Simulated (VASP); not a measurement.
Data:

```
BaHfO3
1.0
    4.20145     0.00000     0.00000
    0.00000     4.20145     0.00000
    0.00000     0.00000     4.20145
Ba Hf O
1 1 3
Direct
  0.00000   0.00000   0.00000
  0.50000   0.50000   0.50000
  0.50000   0.00000   0.50000
  0.00000   0.50000   0.50000
  0.50000   0.50000   0.00000
```

Level of theory: PBE GGA, VASP's PBE PAW potentials (set 64) (plane waves; VASP). Numerical set-up: 520 eV cut-off, 6×6×6 Γ-centred mesh, tetrahedra with Blöchl corrections, potentials Ba_sv Hf_pv O.

The cores are frozen, which limits the accuracy of field gradients.

**Question.** Give the principal components of the electric field gradient (V/Å²) and the asymmetry η at each nucleus.

**Answer.** 
```tsv
atom	Vxx	Vyy	Vzz	η
Ba1	0.0	0.0	0.0	-
Hf2	0.0	0.0	0.0	-
O3	1.6	1.6	-3.1	0.00
O4	1.6	1.6	-3.1	0.00
O5	1.6	1.6	-3.1	0.00
```

The compound is BaHfO3 in the cubic perovskite structure. It was relaxed first.
